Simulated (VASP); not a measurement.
Computed with PBE GGA, VASP's PBE PAW potentials (set 64) (plane waves; VASP 6.6.1).

A VASP calculation is set up with these files.

**KPOINTS**
```
Automatic mesh
0
Gamma
9 9 9
0 0 0
```

**POSCAR**
```
NaF
1
    0.0000000000     2.3613000000     2.3613000000
    2.3613000000     0.0000000000     2.3613000000
    2.3613000000     2.3613000000     0.0000000000
Na F
1 1
Direct
  0.0000000000   0.0000000000   0.0000000000
  0.5000000000   0.5000000000   0.5000000000
```

### INCAR
```
SYSTEM = NaF
PREC = Accurate; ENCUT = 520; LREAL = F
LASPH = T
EDIFF = 1E-6; NELM = 100; ALGO = Normal
IMIX = 1; AMIX = 0.05; BMIX = 1.0
ISMEAR = 0; SIGMA = 0.05
GGA = PE
ISIF = 2
LWAVE = F; LCHARG = F
```

POTCAR, in this order: Na_pv F (PBE.64 set). Program: vasp_std.

The run wrote:

**OUTCAR**
```
 ion  position               nearest neighbor table
   1  0.000  0.000  0.000-
   2  0.500  0.500  0.500-
  LATTYP: Found a face centered cubic cell.
 ALAT       =     4.7226000000
 Subroutine PRICEL returns:
 Original cell was already a primitive cell.
 Subroutine GETGRP returns: Found 48 space group operations
The static configuration has the point symmetry O_h .
The dynamic configuration has the point symmetry O_h .
 Subroutine INISYM returns: Found 48 space group operations
 Subroutine IBZKPT returns following result:
 Found     35 irreducible k-points:

 Following reciprocal coordinates:
            Coordinates               Weight
  0.000000  0.000000  0.000000      1.000000
  0.111111  0.000000  0.000000      8.000000
  0.222222  0.000000  0.000000      8.000000
  0.333333  0.000000  0.000000      8.000000
  0.444444  0.000000  0.000000      8.000000
  0.111111  0.111111  0.000000      6.000000
  0.222222  0.111111  0.000000     24.000000
  0.333333  0.111111  0.000000     24.000000
  0.444444  0.111111  0.000000     24.000000
 -0.444444  0.111111  0.000000     24.000000
 -0.333333  0.111111  0.000000     24.000000
 -0.222222  0.111111  0.000000     24.000000
 -0.111111  0.111111  0.000000     12.000000
  0.222222  0.222222  0.000000      6.000000
  0.333333  0.222222  0.000000     24.000000
  0.444444  0.222222  0.000000     24.000000
 -0.444444  0.222222  0.000000     24.000000
 -0.333333  0.222222  0.000000     24.000000
 -0.222222  0.222222  0.000000     12.000000
  0.333333  0.333333  0.000000      6.000000
  0.444444  0.333333  0.000000     24.000000
 -0.444444  0.333333  0.000000     24.000000
 -0.333333  0.333333  0.000000     12.000000
  0.444444  0.444444  0.000000      6.000000
...
```

### OSZICAR
```
...
DAV:  12    -0.871041277911E+01    0.43368E-01   -0.12548E-02   959   0.126E+00    0.210E+00
DAV:  13    -0.867715327610E+01    0.33260E-01   -0.95815E-03   950   0.114E+00    0.187E+00
DAV:  14    -0.865163569769E+01    0.25518E-01   -0.72752E-03   967   0.104E+00    0.168E+00
DAV:  15    -0.863204389223E+01    0.19592E-01   -0.55339E-03   950   0.950E-01    0.153E+00
DAV:  16    -0.861698732138E+01    0.15057E-01   -0.42010E-03   986   0.867E-01    0.140E+00
DAV:  17    -0.860540085994E+01    0.11586E-01   -0.31810E-03   953   0.791E-01    0.130E+00
DAV:  18    -0.859647221113E+01    0.89286E-02   -0.24252E-03   985   0.722E-01    0.121E+00
DAV:  19    -0.858958067675E+01    0.68915E-02   -0.18405E-03   967   0.659E-01    0.114E+00
DAV:  20    -0.858425459011E+01    0.53261E-02   -0.14192E-03  1000   0.602E-01    0.108E+00
DAV:  21    -0.858013155838E+01    0.41230E-02   -0.10781E-03   958   0.550E-01    0.102E+00
DAV:  22    -0.857693694283E+01    0.31946E-02   -0.83713E-04   972   0.503E-01    0.975E-01
DAV:  23    -0.857446103092E+01    0.24759E-02   -0.65274E-04   962   0.460E-01    0.933E-01
DAV:  24    -0.857254316515E+01    0.19179E-02   -0.52648E-04   977   0.422E-01    0.894E-01
DAV:  25    -0.857105887655E+01    0.14843E-02   -0.39777E-04   984   0.384E-01    0.858E-01
DAV:  26    -0.856991150303E+01    0.11474E-02   -0.30981E-04   882   0.352E-01    0.824E-01
DAV:  27    -0.856902775537E+01    0.88375E-03   -0.23818E-04   876   0.322E-01    0.791E-01
DAV:  28    -0.856835155704E+01    0.67620E-03   -0.19597E-04   811   0.295E-01    0.760E-01
DAV:  29    -0.856783847112E+01    0.51309E-03   -0.14847E-04   818   0.270E-01    0.730E-01
DAV:  30    -0.856745435411E+01    0.38412E-03   -0.12538E-04   797   0.248E-01    0.701E-01
DAV:  31    -0.856717232115E+01    0.28203E-03   -0.99654E-05   794   0.227E-01    0.673E-01
DAV:  32    -0.856697104927E+01    0.20127E-03   -0.84856E-05   791   0.210E-01    0.645E-01
DAV:  33    -0.856683403721E+01    0.13701E-03   -0.68011E-05   793   0.194E-01    0.619E-01
DAV:  34    -0.856674782361E+01    0.86214E-04   -0.58673E-05   782   0.181E-01    0.593E-01
DAV:  35    -0.856670190927E+01    0.45914E-04   -0.47792E-05   788   0.168E-01    0.568E-01
DAV:  36    -0.856668785046E+01    0.14059E-04   -0.41493E-05   779   0.157E-01    0.544E-01
DAV:  37    -0.856669903788E+01   -0.11187E-04   -0.36138E-05   788   0.147E-01    0.520E-01
DAV:  38    -0.856672990082E+01   -0.30863E-04   -0.31036E-05   779   0.138E-01    0.498E-01
DAV:  39    -0.856677605786E+01   -0.46157E-04   -0.27269E-05   785   0.130E-01    0.476E-01
DAV:  40    -0.856683393145E+01   -0.57874E-04   -0.24219E-05   779   0.122E-01    0.454E-01
DAV:  41    -0.856690058367E+01   -0.66652E-04   -0.21440E-05   779   0.115E-01    0.434E-01
DAV:  42    -0.856697365693E+01   -0.73073E-04   -0.19157E-05   785   0.109E-01    0.415E-01
DAV:  43    -0.856705119000E+01   -0.77533E-04   -0.17204E-05   785   0.103E-01    0.396E-01
DAV:  44    -0.856713164167E+01   -0.80452E-04   -0.15494E-05   779   0.969E-02    0.378E-01
DAV:  45    -0.856721371509E+01   -0.82073E-04   -0.14156E-05   779   0.918E-02    0.360E-01
DAV:  46    -0.856729637457E+01   -0.82659E-04   -0.12760E-05   779   0.869E-02    0.344E-01
DAV:  47    -0.856737876628E+01   -0.82392E-04   -0.11528E-05   785   0.824E-02    0.328E-01
DAV:  48    -0.856746024181E+01   -0.81476E-04   -0.10705E-05   779   0.780E-02    0.313E-01
DAV:  49    -0.856754024939E+01   -0.80008E-04   -0.96573E-06   779   0.742E-02    0.298E-01
DAV:  50    -0.856761837522E+01   -0.78126E-04   -0.88097E-06   779   0.704E-02    0.284E-01
DAV:  51    -0.856769429791E+01   -0.75923E-04   -0.80949E-06   779   0.669E-02    0.271E-01
DAV:  52    -0.856776776627E+01   -0.73468E-04   -0.73101E-06   785   0.637E-02    0.258E-01
DAV:  53    -0.856783860607E+01   -0.70840E-04   -0.67576E-06   779   0.605E-02    0.246E-01
DAV:  54    -0.856790670040E+01   -0.68094E-04   -0.62395E-06   779   0.575E-02    0.234E-01
DAV:  55    -0.856797196511E+01   -0.65265E-04   -0.57041E-06   779   0.548E-02    0.223E-01
DAV:  56    -0.856803436776E+01   -0.62403E-04   -0.51922E-06   779   0.521E-02    0.213E-01
DAV:  57    -0.856809390418E+01   -0.59536E-04   -0.48939E-06   785   0.496E-02    0.203E-01
DAV:  58    -0.856815058315E+01   -0.56679E-04   -0.43660E-06   779   0.473E-02    0.193E-01
DAV:  59    -0.856820445267E+01   -0.53870E-04   -0.40989E-06   779   0.449E-02    0.184E-01
DAV:  60    -0.856825555862E+01   -0.51106E-04   -0.37292E-06   779   0.429E-02    0.175E-01
DAV:  61    -0.856830397559E+01   -0.48417E-04   -0.34367E-06   779   0.409E-02    0.167E-01
DAV:  62    -0.856834978106E+01   -0.45805E-04   -0.31773E-06   779   0.389E-02    0.159E-01
DAV:  63    -0.856839305872E+01   -0.43278E-04   -0.29095E-06   785   0.372E-02    0.152E-01
DAV:  64    -0.856843389994E+01   -0.40841E-04   -0.26597E-06   779   0.354E-02    0.145E-01
DAV:  65    -0.856847239957E+01   -0.38500E-04   -0.24438E-06   779   0.338E-02    0.138E-01
DAV:  66    -0.856850865740E+01   -0.36258E-04   -0.22763E-06   779   0.322E-02    0.131E-01
DAV:  67    -0.856854277043E+01   -0.34113E-04   -0.20868E-06   779   0.307E-02    0.125E-01
DAV:  68    -0.856857483716E+01   -0.32067E-04   -0.19082E-06   779   0.293E-02    0.119E-01
DAV:  69    -0.856860495595E+01   -0.30119E-04   -0.17652E-06   785   0.280E-02    0.114E-01
DAV:  70    -0.856863322268E+01   -0.28267E-04   -0.16116E-06   779   0.267E-02    0.108E-01
DAV:  71    -0.856865973435E+01   -0.26512E-04   -0.15099E-06   779   0.254E-02    0.103E-01
DAV:  72    -0.856868457997E+01   -0.24846E-04   -0.13639E-06   779   0.243E-02    0.982E-02
DAV:  73    -0.856870785060E+01   -0.23271E-04   -0.12591E-06   779   0.232E-02    0.936E-02
DAV:  74    -0.856872963399E+01   -0.21783E-04   -0.11753E-06   779   0.221E-02    0.892E-02
DAV:  75    -0.856875001214E+01   -0.20378E-04   -0.10626E-06   779   0.211E-02    0.850E-02
DAV:  76    -0.856876906570E+01   -0.19054E-04   -0.98182E-07   779   0.201E-02    0.810E-02
DAV:  77    -0.856878687188E+01   -0.17806E-04   -0.90808E-07   779   0.192E-02    0.772E-02
DAV:  78    -0.856880350412E+01   -0.16632E-04   -0.82916E-07   779   0.183E-02    0.736E-02
DAV:  79    -0.856881903318E+01   -0.15529E-04   -0.77649E-07   779   0.175E-02    0.702E-02
DAV:  80    -0.856883352506E+01   -0.14492E-04   -0.70033E-07   779   0.167E-02    0.669E-02
DAV:  81    -0.856884704419E+01   -0.13519E-04   -0.65502E-07   779   0.160E-02    0.637E-02
DAV:  82    -0.856885965049E+01   -0.12606E-04   -0.59672E-07   779   0.153E-02    0.608E-02
DAV:  83    -0.856887140093E+01   -0.11750E-04   -0.54923E-07   779   0.146E-02    0.579E-02
DAV:  84    -0.856888234960E+01   -0.10949E-04   -0.50454E-07   779   0.139E-02    0.552E-02
DAV:  85    -0.856889254814E+01   -0.10199E-04   -0.47002E-07   779   0.133E-02    0.527E-02
DAV:  86    -0.856890204454E+01   -0.94964E-05   -0.43104E-07   779   0.127E-02    0.502E-02
DAV:  87    -0.856891088430E+01   -0.88398E-05   -0.39270E-07   779   0.121E-02    0.479E-02
DAV:  88    -0.856891911011E+01   -0.82258E-05   -0.36390E-07   779   0.116E-02    0.457E-02
DAV:  89    -0.856892676284E+01   -0.76527E-05   -0.33733E-07   779   0.110E-02    0.435E-02
DAV:  90    -0.856893388013E+01   -0.71173E-05   -0.30745E-07   779   0.106E-02    0.415E-02
DAV:  91    -0.856894049761E+01   -0.66175E-05   -0.28393E-07   776   0.101E-02    0.396E-02
DAV:  92    -0.856894664890E+01   -0.61513E-05   -0.26163E-07   776   0.963E-03    0.378E-02
DAV:  93    -0.856895236535E+01   -0.57165E-05   -0.24024E-07   773   0.920E-03    0.360E-02
DAV:  94    -0.856895767649E+01   -0.53111E-05   -0.22234E-07   773   0.879E-03    0.344E-02
DAV:  95    -0.856896260987E+01   -0.49334E-05   -0.20419E-07   776   0.840E-03    0.328E-02
DAV:  96    -0.856896719136E+01   -0.45815E-05   -0.18843E-07   773   0.802E-03    0.313E-02
DAV:  97    -0.856897144523E+01   -0.42539E-05   -0.17343E-07   773   0.767E-03    0.298E-02
DAV:  98    -0.856897539387E+01   -0.39486E-05   -0.15849E-07   773   0.734E-03    0.284E-02
DAV:  99    -0.856897905848E+01   -0.36646E-05   -0.14581E-07   773   0.701E-03    0.271E-02
DAV: 100    -0.856898245898E+01   -0.34005E-05   -0.13552E-07   765   0.669E-03
   1 F= -.85689825E+01 E0= -.85689825E+01  d E =-.555694E-11
```

File OUTCAR:
```
------------------------ aborting loop EDIFF was not reached (unconverged)  ----------------------------
  FORCE on cell =-STRESS in cart. coord.  units (eV):
  Direction    XX          YY          ZZ          XY          YZ          ZX
  --------------------------------------------------------------------------------------
  Total       -0.1035655     -0.1035655     -0.1035655     -0.0000000      0.0000000      0.0000000
  in kB       -6.3014774     -6.3014774     -6.3014774     -0.0000000      0.0000000      0.0000000
  external PRESSURE =      -6.3014774 kB  Pullay stress =       0.0000000 kB
  volume of cell :       26.33
      direct lattice vectors                 reciprocal lattice vectors
     0.000000000  2.361300000  2.361300000    -0.211747766  0.211747766  0.211747766
     2.361300000  0.000000000  2.361300000     0.211747766 -0.211747766  0.211747766
     2.361300000  2.361300000  0.000000000     0.211747766  0.211747766 -0.211747766
  FREE ENERGIE OF THE ION-ELECTRON SYSTEM (eV)
  ---------------------------------------------------
  free  energy   TOTEN  =        -8.5689824590 eV

  energy  without entropy=       -8.5689824590  energy(sigma->0) =       -8.56898246
```
(Selected blocks of OUTCAR.)

stdout:
```
...
DAV:  81    -0.856884704419E+01   -0.13519E-04   -0.65502E-07   779   0.160E-02    0.637E-02
DAV:  82    -0.856885965049E+01   -0.12606E-04   -0.59672E-07   779   0.153E-02    0.608E-02
DAV:  83    -0.856887140093E+01   -0.11750E-04   -0.54923E-07   779   0.146E-02    0.579E-02
DAV:  84    -0.856888234960E+01   -0.10949E-04   -0.50454E-07   779   0.139E-02    0.552E-02
DAV:  85    -0.856889254814E+01   -0.10199E-04   -0.47002E-07   779   0.133E-02    0.527E-02
DAV:  86    -0.856890204454E+01   -0.94964E-05   -0.43104E-07   779   0.127E-02    0.502E-02
DAV:  87    -0.856891088430E+01   -0.88398E-05   -0.39270E-07   779   0.121E-02    0.479E-02
DAV:  88    -0.856891911011E+01   -0.82258E-05   -0.36390E-07   779   0.116E-02    0.457E-02
DAV:  89    -0.856892676284E+01   -0.76527E-05   -0.33733E-07   779   0.110E-02    0.435E-02
DAV:  90    -0.856893388013E+01   -0.71173E-05   -0.30745E-07   779   0.106E-02    0.415E-02
DAV:  91    -0.856894049761E+01   -0.66175E-05   -0.28393E-07   776   0.101E-02    0.396E-02
DAV:  92    -0.856894664890E+01   -0.61513E-05   -0.26163E-07   776   0.963E-03    0.378E-02
DAV:  93    -0.856895236535E+01   -0.57165E-05   -0.24024E-07   773   0.920E-03    0.360E-02
DAV:  94    -0.856895767649E+01   -0.53111E-05   -0.22234E-07   773   0.879E-03    0.344E-02
DAV:  95    -0.856896260987E+01   -0.49334E-05   -0.20419E-07   776   0.840E-03    0.328E-02
DAV:  96    -0.856896719136E+01   -0.45815E-05   -0.18843E-07   773   0.802E-03    0.313E-02
DAV:  97    -0.856897144523E+01   -0.42539E-05   -0.17343E-07   773   0.767E-03    0.298E-02
DAV:  98    -0.856897539387E+01   -0.39486E-05   -0.15849E-07   773   0.734E-03    0.284E-02
DAV:  99    -0.856897905848E+01   -0.36646E-05   -0.14581E-07   773   0.701E-03    0.271E-02
DAV: 100    -0.856898245898E+01   -0.34005E-05   -0.13552E-07   765   0.669E-03

 -----------------------------------------------------------------------------
|                                                                             |
|           W    W    AA    RRRRR   N    N  II  N    N   GGGG   !!!           |
|           W    W   A  A   R    R  NN   N  II  NN   N  G    G  !!!           |
|           W    W  A    A  R    R  N N  N  II  N N  N  G       !!!           |
|           W WW W  AAAAAA  RRRRR   N  N N  II  N  N N  G  GGG   !            |
|           WW  WW  A    A  R   R   N   NN  II  N   NN  G    G                |
|           W    W  A    A  R    R  N    N  II  N    N   GGGG   !!!           |
|                                                                             |
|     The electronic self-consistency was not achieved in the given           |
|     number of steps (NELM). The forces and other quantities evaluated       |
|     might not be reliable so examine the results carefully. If you find     |
|     spurious results, we suggest increasing NELM, if you were close to      |
|     convergence or switching to a different ALGO or adjusting the           |
|     density mixing parameters otherwise.                                    |
|                                                                             |
 -----------------------------------------------------------------------------

   1 F= -.85689825E+01 E0= -.85689825E+01  d E =-.555694E-11
```

The run did not converge; its last values are not results.

The compound is NaF in the rock salt structure. The cell was not relaxed at this level. The run is one of a series of settings (AMIX = 0.05, BMIX = 1.0, IMIX = 1 against the base run), some of them coarse on purpose.
